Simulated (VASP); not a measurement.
Calculation: PBEsol GGA, VASP's PBE PAW potentials (set 64) (plane waves; VASP 6.6.1).

VASP ran on this input.

### KPOINTS
```
k-points along high-symmetry lines
15
Line-mode
Reciprocal
  0.000000   0.000000   0.000000 ! GAMMA
  0.000000   0.500000   0.000000 ! X

  0.000000   0.500000   0.000000 ! X
  0.500000   0.500000   0.000000 ! M

  0.500000   0.500000   0.000000 ! M
  0.000000   0.000000   0.000000 ! GAMMA

  0.000000   0.000000   0.000000 ! GAMMA
  0.500000   0.500000   0.500000 ! R

  0.500000   0.500000   0.500000 ! R
  0.000000   0.500000   0.000000 ! X

  0.500000   0.500000   0.500000 ! R
  0.500000   0.500000   0.000000 ! M
```

### INCAR
```
! general
SYSTEM  = CdMg3Te4
PREC    = Accurate
ENCUT   = 400   ! plane-wave cut-off (eV)
LREAL   = .FALSE.
LASPH   = .TRUE.
ICHARG  = 11   ! fixed density

! electronic loop
EDIFF   = 1E-7   ! SCF stop (eV)
NELM    = 100   ! most electronic steps
ALGO    = Normal   ! blocked Davidson
LMAXMIX = 4

! smearing
ISMEAR  = 0
SIGMA   = 0.05   ! width (eV)

! functional
GGA     = PS

! output
LWAVE   = .FALSE.
LCHARG  = .FALSE.
LORBIT  = 11
```

**POSCAR**
```
CdMg3Te4
1
    6.4500167790    -0.0000000000     0.0000000000
   -0.0000000000     6.4500167790     0.0000000000
   -0.0000000000     0.0000000000     6.4500167790
Mg Te Cd
3 4 1
Direct
  0.0000000000   1.0000000000   1.0000000000
  0.5000000000   0.5000000000   1.0000000000
  0.5000000000   1.0000000000   0.5000000000
  0.2519443190   0.2480556810   0.2480556810
  0.7480556810   0.7519443190   0.2480556810
  0.7480556810   0.2480556810   0.7519443190
  0.2519443190   0.7519443190   0.7519443190
  0.0000000000   0.5000000000   0.5000000000
```

POTCAR, in this order: Mg Te Cd (PBE.64 set). Program: vasp_std. Read from the step before: CHGCAR.

What VASP printed:

OUTCAR:
```
 ion  position               nearest neighbor table
   1  0.000  0.000  0.000-   4 2.79   5 2.79   6 2.79   7 2.79
   2  0.500  0.500  0.000-   4 2.79   5 2.79   6 2.79   7 2.79
   3  0.500  0.000  0.500-   4 2.79   5 2.79   6 2.79   7 2.79
   4  0.252  0.248  0.248-   1 2.79   2 2.79   3 2.79   8 2.81
   5  0.748  0.752  0.248-   1 2.79   2 2.79   3 2.79   8 2.81
   6  0.748  0.248  0.752-   1 2.79   2 2.79   3 2.79   8 2.81
   7  0.252  0.752  0.752-   1 2.79   2 2.79   3 2.79   8 2.81
   8  0.000  0.500  0.500-   4 2.81   5 2.81   6 2.81   7 2.81
  LATTYP: Found a simple cubic cell.
 ALAT       =     6.4500167790
 Subroutine PRICEL returns:
 Original cell was already a primitive cell.
 Subroutine GETGRP returns: Found 24 space group operations
The static configuration has the point symmetry D_2d.
 The point group associated with its full space group is T_d .
The dynamic configuration has the point symmetry D_2d.
 Subroutine INISYM returns: Found 24 space group operations
   k-points           NKPTS =     90   k-points in BZ     NKDIM =     90   number of bands    NBANDS=     26
   number of dos      NEDOS =    301   number of ions     NIONS =      8
   total plane-waves  NPLWV =  74088
   dimension x,y,z NGX =    42 NGY =   42 NGZ =   42
   dimension x,y,z NGXF=    84 NGYF=   84 NGZF=   84
   ions per type =               3   4   1
   PREC   = accura    normal or accurate (medium, high low for compatibility)
...
```

**OSZICAR**
```
       N       E                     dE             d eps       ncg     rms          rms(c)
DAV:   1     0.184346070356E+03    0.18435E+03   -0.13852E+04  4688   0.104E+03
DAV:   2    -0.120970921314E+02   -0.19644E+03   -0.19236E+03  5860   0.211E+02
DAV:   3    -0.250929124975E+02   -0.12996E+02   -0.12963E+02  5574   0.572E+01
DAV:   4    -0.253254295732E+02   -0.23252E+00   -0.23238E+00  6462   0.775E+00
DAV:   5    -0.253278614679E+02   -0.24319E-02   -0.24318E-02  5726   0.872E-01
DAV:   6    -0.253279438013E+02   -0.82333E-04   -0.82333E-04  6564   0.135E-01
DAV:   7    -0.253279461623E+02   -0.23610E-05   -0.23610E-05  5742   0.209E-02
DAV:   8    -0.253279462792E+02   -0.11692E-06   -0.11689E-06  5294   0.424E-03
DAV:   9    -0.253279462855E+02   -0.63001E-08   -0.62522E-08  4360   0.107E-03
   1 F= -.25327946E+02 E0= -.25327946E+02  d E =-.521363E-11
```

File OUTCAR:
```
 val. band max:        1.9353129535   @ k =   0.0000   0.0000   0.0000

 cond. band min:       3.7475302687   @ k =   0.0000   0.0000   0.0000



 k-point     1 :       0.0000    0.0000    0.0000
  band No.  band energies     occupation
      1      -8.5471      2.00000
      2      -7.8318      2.00000
      3      -7.8318      2.00000
      4      -7.8318      2.00000
      5      -5.6333      2.00000
      6      -5.6333      2.00000
      7      -5.5734      2.00000
      8      -5.5734      2.00000
      9      -5.5734      2.00000
     10      -1.8843      2.00000
     11      -1.2440      2.00000
     12      -1.2440      2.00000
     13       0.5621      2.00000
     14       0.5621      2.00000
     15       0.5621      2.00000
     16       0.5644      2.00000
     17       0.5644      2.00000
     18       0.5644      2.00000
     19       1.9353      2.00000
     20       1.9353      2.00000
     21       1.9353      2.00000
     22       3.7475      0.00000
     23       4.6074      0.00000
     24       4.6074      0.00000
     25       4.6074      0.00000
     26       4.7766      0.00000

 k-point     2 :       0.0000    0.0357    0.0000
  band No.  band energies     occupation
      1      -8.5451      2.00000
      2      -7.8342      2.00000
      3      -7.8317      2.00000
      4      -7.8317      2.00000
      5      -5.6333      2.00000
      6      -5.6332      2.00000
      7      -5.5744      2.00000
      8      -5.5732      2.00000
      9      -5.5732      2.00000
     10      -1.8797      2.00000
     11      -1.2414      2.00000
     12      -1.2384      2.00000
     13       0.5530      2.00000
     14       0.5574      2.00000
     15       0.5582      2.00000
     16       0.5582      2.00000
     17       0.5672      2.00000
     18       0.5672      2.00000
     19       1.9066      2.00000
     20       1.9294      2.00000
     21       1.9294      2.00000
     22       3.7782      0.00000
     23       4.6144      0.00000
...
```

The density is held fixed in this step, so its total energy and stress have no physical meaning. Unless said otherwise, spin-orbit coupling is left out, though it shifts the bands of the heavy elements here.

The structure was generated: CdMg3Te4 was put into an ordered model structure (P-43m), which need not be its known phase. It was relaxed first.
